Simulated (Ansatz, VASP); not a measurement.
# YRh: VASP beside Ansatz

```xyz
2
Lattice="3.3512 0.0000 0.0000 0.0000 3.3512 0.0000 0.0000 0.0000 3.3512" Properties=species:S:1:pos:R:3 pbc="T T T"
Y     1.6756    1.6756    1.6756
Rh    0.0000    0.0000    0.0000
```

Alike in both runs: functional LDA; k mesh 12 × 12 × 12; occupations gaussian, width 0.1 eV; no spin polarisation.

Ansatz relaxed the structure, and its values are those at the end. VASP's run is a single point on that final structure, the one shown.

|  | VASP | Ansatz |
| --- | --- | --- |
| version | VASP 6.6.1 | Ansatz 0.2.0 |
| potentials or method | VASP PAW LDA potentials, release 64 (Y_sv, Rh_pv) | scalar-relativistic, plane waves, PAW |
| plane-wave cutoff (eV) | 520 | 420 |
| valence electrons in the cell | 26 | 28 |

VASP gave:

| Property | Result |
| --- | --- |
| gap on the k mesh at the Fermi level (eV) | none |
| pressure (GPa) | 0.1 |

Problem. Which values does Ansatz return?

Solution. gap on the k mesh at the Fermi level (eV): none; pressure (GPa): 0.0.

A gap of «none» marks a metal or a gap that the smearing closes. The two sets of potentials don't hold the same shells in valence.
